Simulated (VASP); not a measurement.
# MnB: structure and properties in VASP, part 8 of 10

What structure does MnB take at this level, and what are its properties? The start is a cell from a database of measured crystal structures.

VASP 6.6.1; PBEsol, DFT+U (Mn d 3 eV), spin-polarised from a ferromagnetic start; plane waves and PAW (Mn_pv, B).

Still holding for the runs below: The magnetic state follows from one typed start and may not be the lowest. The k-mesh is coarse for a metal. A U on the itinerant d states of such a compound is hard to justify; it moves the bands at the Fermi level and favours large moments.

So far, moment of the cell, from the last line of the log (μB): step 2 (relaxing cell and atoms (PBEsol + U)) 11.8; step 3 (second relaxation) 11.6; step 5 (bands along the symmetry lines (PBEsol + U)) 11.6; step 6 (density of states (PBEsol + U)) 11.5; step 7 (core-level energies (PBEsol + U)) 11.6.

## 8. Volume scan with PBEsol + U, volume scale 0.94

An equation of state needs energies on both sides of the minimum, all on one mesh and cutoff.

The input, INCAR:

```
SYSTEM = MnB
PREC = Accurate
ENCUT = 420
EDIFF = 1E-06
NELM = 100
ISMEAR = 0
SIGMA = 0.05
LREAL = .FALSE.
ALGO = Normal
GGA = PS
NBANDS = 51
ISPIN = 2
MAGMOM = 3.138 3.138 3.138 3.138 -0.189 -0.189 -0.189 -0.189
LDAU = .TRUE.
LDAUTYPE = 2
LDAUL = 2 -1
LDAUU = 3 0
LDAUJ = 0 0
LDAUPRINT = 1
LASPH = .TRUE.
LMAXMIX = 4
LORBIT = 11
LWAVE = .FALSE.
LCHARG = .FALSE.
KPAR = 4
ISIF = 2
```

The input, POSCAR:

```
MnB
1.0
    5.6560079944      0.0000000000      0.0000000000
    0.0000000000      2.8777194800      0.0000000000
    0.0000000000      0.0000000000      4.1483191460
Mn B
4 4
Direct
    0.1779605663      0.2500000000      0.1201939108
    0.3220394337      0.7500000000      0.6201939108
    0.6779605663      0.2500000000      0.3798060892
    0.8220394337      0.7500000000      0.8798060892
    0.0327092485      0.2500000000      0.6094652426
    0.4672907515      0.7500000000      0.1094652426
    0.5327092485      0.2500000000      0.8905347574
    0.9672907515      0.7500000000      0.3905347574
```

The input, KPOINTS:

```
Automatic mesh
0
Gamma
4 8 5
0 0 0
```

PAW data sets: Mn_pv and B (PBE family, release 64).

Command:

```
mpirun -np 4 vasp_std
```

Log:

```text
[... set-up lines as in an earlier step ...]
 entering main loop
       N       E                     dE             d eps       ncg     rms          rms(c)
DAV:   1     0.717808572349E+03    0.71781E+03   -0.29204E+04  9268   0.140E+03
DAV:   2    -0.176004681628E+02   -0.73541E+03   -0.68682E+03  9183   0.442E+02
DAV:   3    -0.719066482437E+02   -0.54306E+02   -0.52436E+02  9897   0.133E+02
DAV:   4    -0.730332604069E+02   -0.11266E+01   -0.11189E+01 10468   0.190E+01
DAV:   5    -0.730462837247E+02   -0.13023E-01   -0.13016E-01 10300   0.216E+00    0.435E+01
DAV:   6    -0.639401196704E+02    0.91062E+01   -0.77163E+01 10669   0.814E+01    0.297E+01
DAV:   7    -0.593502629343E+02    0.45899E+01   -0.25692E+01 10161   0.445E+01    0.119E+01
DAV:   8    -0.594892496402E+02   -0.13899E+00   -0.11811E+00  9927   0.430E+00    0.558E+00
DAV:   9    -0.594900304189E+02   -0.78078E-03   -0.23244E-01 10930   0.330E+00    0.234E+00
DAV:  10    -0.595032820444E+02   -0.13252E-01   -0.81382E-02 10069   0.188E+00    0.128E+00
DAV:  11    -0.595056192169E+02   -0.23372E-02   -0.66740E-03 10301   0.554E-01    0.402E-01
DAV:  12    -0.595063136105E+02   -0.69439E-03   -0.11077E-03 10187   0.209E-01    0.132E-01
DAV:  13    -0.595063627062E+02   -0.49096E-04   -0.25410E-04 10616   0.858E-02    0.598E-02
DAV:  14    -0.595063897485E+02   -0.27042E-04   -0.70100E-05 10007   0.517E-02    0.199E-02
DAV:  15    -0.595063956816E+02   -0.59331E-05   -0.91612E-06  9055   0.189E-02    0.101E-02
DAV:  16    -0.595063969337E+02   -0.12521E-05   -0.10505E-06  5020   0.622E-03    0.469E-03
DAV:  17    -0.595063975076E+02   -0.57387E-06   -0.51385E-07  4851   0.399E-03
   1 F= -.59506398E+02 E0= -.59503851E+02  d E =-.509391E-02  mag=    10.3157
```

Elapsed: 25 s, on 4 MPI ranks of Intel Xeon 6975P-C (Granite Rapids), shared host; peak memory 1.1 GiB; 96 s of CPU time.

Parts of OUTCAR (step 8):

```text
   ENCUT  =  420.0 eV  30.87 Ry    5.56 a.u.   9.45  4.81  6.93*2*pi/ulx,y,z

   NELECT =      64.0000    total number of electrons

atom =   1  type =  1  l = 2

 onsite density matrix

spin component  1

  0.7533  0.0324  0.0000 -0.0000  0.0000
  0.0324  0.8020 -0.0000  0.0000 -0.0000
  0.0000 -0.0000  0.8078 -0.0024  0.0108
 -0.0000  0.0000 -0.0024  0.7939  0.0123
  0.0000 -0.0000  0.0108  0.0123  0.8742

spin component  2

  0.2835 -0.0131 -0.0000  0.0000 -0.0000
 -0.0131  0.2731  0.0000 -0.0000  0.0000
 -0.0000  0.0000  0.2324 -0.0094 -0.0110
  0.0000 -0.0000 -0.0094  0.2355 -0.0044
 -0.0000  0.0000 -0.0110 -0.0044  0.1802

 occupancies and eigenvectors

  o =  0.1773  v =  0.0000  0.0000  0.0000  0.0000  0.0000  0.0000 -0.0000  0.2122  0.1079  0.9712      0.0000  0.0000  0.0000  0.0000  0.0000  0.0000  0.0000  0.0000  0.0000  0.0000
  o =  0.2271  v =  0.0000  0.0000  0.0000  0.0000  0.0000  0.0000  0.0000 -0.7089 -0.6671  0.2290      0.0000  0.0000  0.0000  0.0000  0.0000  0.0000  0.0000  0.0000  0.0000  0.0000
  o =  0.2437  v =  0.0000  0.0000  0.0000  0.0000  0.0000  0.0000  0.0000 -0.6726  0.7372  0.0651      0.0000  0.0000  0.0000  0.0000  0.0000  0.0000  0.0000  0.0000  0.0000  0.0000
  o =  0.2642  v =  0.0000  0.0000  0.0000  0.0000  0.0000  0.5614  0.8275  0.0000 -0.0000  0.0000      0.0000  0.0000  0.0000  0.0000  0.0000  0.0000  0.0000  0.0000  0.0000  0.0000
  o =  0.2923  v =  0.0000  0.0000  0.0000  0.0000  0.0000 -0.8275  0.5614  0.0000 -0.0000  0.0000      0.0000  0.0000  0.0000  0.0000  0.0000  0.0000  0.0000  0.0000  0.0000  0.0000
  o =  0.7371  v = -0.8946  0.4468  0.0000 -0.0000  0.0000  0.0000  0.0000  0.0000  0.0000  0.0000      0.0000  0.0000  0.0000  0.0000  0.0000  0.0000  0.0000  0.0000  0.0000  0.0000
  o =  0.7911  v =  0.0000 -0.0000 -0.2467 -0.9535  0.1735  0.0000  0.0000  0.0000  0.0000  0.0000      0.0000  0.0000  0.0000  0.0000  0.0000  0.0000  0.0000  0.0000  0.0000  0.0000
  o =  0.8073  v =  0.0000  0.0000 -0.9578  0.2671  0.1062  0.0000  0.0000  0.0000  0.0000  0.0000      0.0000  0.0000  0.0000  0.0000  0.0000  0.0000  0.0000  0.0000  0.0000  0.0000
  o =  0.8182  v = -0.4468 -0.8946 -0.0000  0.0000 -0.0000  0.0000  0.0000  0.0000  0.0000  0.0000      0.0000  0.0000  0.0000  0.0000  0.0000  0.0000  0.0000  0.0000  0.0000  0.0000
  o =  0.8776  v =  0.0000 -0.0000  0.1476  0.1400  0.9791  0.0000  0.0000  0.0000  0.0000  0.0000      0.0000  0.0000  0.0000  0.0000  0.0000  0.0000  0.0000  0.0000  0.0000  0.0000

atom =   2  type =  1  l = 2

 onsite density matrix

spin component  1

  0.7533 -0.0324 -0.0000 -0.0000 -0.0000
 -0.0324  0.8020  0.0000  0.0000  0.0000
 -0.0000  0.0000  0.8078  0.0024  0.0108
 -0.0000  0.0000  0.0024  0.7939 -0.0123
 -0.0000  0.0000  0.0108 -0.0123  0.8742

spin component  2

  0.2835  0.0131  0.0000  0.0000  0.0000
  0.0131  0.2731 -0.0000  0.0000  0.0000
  0.0000 -0.0000  0.2324  0.0094 -0.0110
  0.0000  0.0000  0.0094  0.2355  0.0044
  0.0000  0.0000 -0.0110  0.0044  0.1802

 occupancies and eigenvectors

  o =  0.1773  v =  0.0000  0.0000  0.0000  0.0000  0.0000  0.0000 -0.0000 -0.2122  0.1079 -0.9712      0.0000  0.0000  0.0000  0.0000  0.0000  0.0000  0.0000  0.0000  0.0000  0.0000
  o =  0.2271  v =  0.0000  0.0000  0.0000  0.0000  0.0000  0.0000 -0.0000  0.7089 -0.6671 -0.2290      0.0000  0.0000  0.0000  0.0000  0.0000  0.0000  0.0000  0.0000  0.0000  0.0000
  o =  0.2437  v =  0.0000  0.0000  0.0000  0.0000  0.0000  0.0000 -0.0000 -0.6726 -0.7372  0.0651      0.0000  0.0000  0.0000  0.0000  0.0000  0.0000  0.0000  0.0000  0.0000  0.0000
  o =  0.2642  v =  0.0000  0.0000  0.0000  0.0000  0.0000 -0.5614  0.8275 -0.0000 -0.0000 -0.0000      0.0000  0.0000  0.0000  0.0000  0.0000  0.0000  0.0000  0.0000  0.0000  0.0000
  o =  0.2923  v =  0.0000  0.0000  0.0000  0.0000  0.0000 -0.8275 -0.5614 -0.0000 -0.0000 -0.0000      0.0000  0.0000  0.0000  0.0000  0.0000  0.0000  0.0000  0.0000  0.0000  0.0000
[...]
o =  0.2271  v =  0.0000  0.0000  0.0000  0.0000  0.0000  0.0000  0.0000  0.7089  0.6671 -0.2290      0.0000  0.0000  0.0000  0.0000  0.0000  0.0000  0.0000  0.0000  0.0000  0.0000
  o =  0.2437  v =  0.0000  0.0000  0.0000  0.0000  0.0000  0.0000 -0.0000  0.6726 -0.7372 -0.0651      0.0000  0.0000  0.0000  0.0000  0.0000  0.0000  0.0000  0.0000  0.0000  0.0000
  o =  0.2642  v =  0.0000  0.0000  0.0000  0.0000  0.0000  0.5614  0.8275  0.0000 -0.0000  0.0000      0.0000  0.0000  0.0000  0.0000  0.0000  0.0000  0.0000  0.0000  0.0000  0.0000
  o =  0.2923  v =  0.0000  0.0000  0.0000  0.0000  0.0000 -0.8275  0.5614  0.0000 -0.0000  0.0000      0.0000  0.0000  0.0000  0.0000  0.0000  0.0000  0.0000  0.0000  0.0000  0.0000
  o =  0.7371  v = -0.8946  0.4468  0.0000 -0.0000  0.0000  0.0000  0.0000  0.0000  0.0000  0.0000      0.0000  0.0000  0.0000  0.0000  0.0000  0.0000  0.0000  0.0000  0.0000  0.0000
  o =  0.7911  v =  0.0000 -0.0000 -0.2467 -0.9535  0.1735  0.0000  0.0000  0.0000  0.0000  0.0000      0.0000  0.0000  0.0000  0.0000  0.0000  0.0000  0.0000  0.0000  0.0000  0.0000
  o =  0.8073  v =  0.0000 -0.0000  0.9578 -0.2671 -0.1062  0.0000  0.0000  0.0000  0.0000  0.0000      0.0000  0.0000  0.0000  0.0000  0.0000  0.0000  0.0000  0.0000  0.0000  0.0000
  o =  0.8182  v = -0.4468 -0.8946 -0.0000  0.0000 -0.0000  0.0000  0.0000  0.0000  0.0000  0.0000      0.0000  0.0000  0.0000  0.0000  0.0000  0.0000  0.0000  0.0000  0.0000  0.0000
  o =  0.8776  v =  0.0000  0.0000 -0.1476 -0.1400 -0.9791  0.0000  0.0000  0.0000  0.0000  0.0000      0.0000  0.0000  0.0000  0.0000  0.0000  0.0000  0.0000  0.0000  0.0000  0.0000

 E-fermi :   9.9133

 spin component 1
 k-point     1 :       0.0000    0.0000    0.0000
  band No.  band energies     occupation
    ...
     34       8.0597      1.00000
     35       8.1716      1.00000
     36       8.7165      1.00000
     37       8.9518      1.00000
     38       9.2292      1.00000
     39      11.6970      0.00000
     40      12.1747      0.00000
     41      12.4514      0.00000
     42      12.5851      0.00000
     43      14.6072      0.00000
    ...

 k-point     2 :       0.2500    0.0000    0.0000
  band No.  band energies     occupation
    ...
     33       7.6602      1.00000
     34       8.0558      1.00000
     35       8.4693      1.00000
     36       8.6043      1.00000
     37       8.9134      1.00000
     38       9.9884      0.01688
     39      11.8227      0.00000
     40      12.0135      0.00000
     41      12.1057      0.00000
     42      12.1779      0.00000
    ...

  Total        2.1495887      5.0600977      2.8810959      0.0000000      0.0000000      0.0000000
  in kB       51.0076506    120.0711999     68.3656053      0.0000000      0.0000000      0.0000000
  external PRESSURE =      79.8148186 kB  Pullay stress =       0.0000000 kB

 POSITION                                       TOTAL-FORCE (eV/Angst)
 -----------------------------------------------------------------------------------
      1.00655      0.71943      0.49860        -0.101183      0.000000      0.026410
      1.82146      2.15829      2.57276         0.101183      0.000000      0.026410
      3.83455      0.71943      1.57556        -0.101183     -0.000000     -0.026410
      4.64946      2.15829      3.64972         0.101183     -0.000000     -0.026410
      0.18500      0.71943      2.52826         0.095714      0.000000      0.481202
      2.64300      2.15829      0.45410        -0.095714      0.000000      0.481202
      3.01301      0.71943      3.69422         0.095714     -0.000000     -0.481202
      5.47100      2.15829      1.62006        -0.095714     -0.000000     -0.481202
 -----------------------------------------------------------------------------------
    total drift:                               -0.000000      0.000000      0.000000

  FREE ENERGIE OF THE ION-ELECTRON SYSTEM (eV)
  ---------------------------------------------------
  free  energy   TOTEN  =       -59.5063975076 eV

  energy  without entropy=      -59.5013036000  energy(sigma->0) =      -59.50385055

 magnetization (x)
# of ion       s       p       d       tot
------------------------------------------
    1        0.001  -0.005   2.823   2.820
    2        0.001  -0.005   2.823   2.820
    3        0.001  -0.005   2.823   2.820
    4        0.001  -0.005   2.823   2.820
    5       -0.036  -0.155   0.000  -0.191
    6       -0.036  -0.155   0.000  -0.191
    7       -0.036  -0.155   0.000  -0.191
    8       -0.036  -0.155   0.000  -0.191
--------------------------------------------------
tot         -0.139  -0.637  11.293  10.517

[... 5 parts as in an earlier step ...]

[... 16 further parts left out ...]
```

The scan keeps the cell's shape and the fractional positions fixed.

Numbers from this step:

```
free energy (TOTEN)                               : -59.5064 eV
energy at zero smearing                           : -59.5039 eV
Fermi energy                                      : 9.913 eV
pressure                                          : 7.981 GPa
moment of the cell, from the last line of the log : 10.32 μB
```

Spin moment in the PAW sphere by atom:

```csv
atom,spin moment in the PAW sphere (μB)
Mn1,2.82
Mn2,2.82
Mn3,2.82
Mn4,2.82
B5,-0.19
B6,-0.19
B7,-0.19
B8,-0.19
```

Force by atom:

```csv
atom,x (eV/Å),y (eV/Å),z (eV/Å),size
Mn1,-0.101,0.000,0.026,0.105
Mn2,0.101,0.000,0.026,0.105
Mn3,-0.101,0.000,-0.026,0.105
Mn4,0.101,0.000,-0.026,0.105
B5,0.096,0.000,0.481,0.491
B6,-0.096,0.000,0.481,0.491
B7,0.096,0.000,-0.481,0.491
B8,-0.096,0.000,-0.481,0.491
```

The pressure here is 7.98 GPa.

(Part 8 of 10 ends here.)

[Lines on the potential files, build, host, timing and source positions are cut from VASP's logs without a mark.]

[Logs are printed without paths, hosts, clocks, repeated set-up lines and the standing remarks that a program may print on its own settings, such as how far it seeks lower states.]

[Hosts, paths, dates, database ids (printed as entryN), source tags and the programs' standing remarks are cut or masked in the printed files.]

[A measured line is paired with the nearest computed mode of its activity, which favours agreement.]
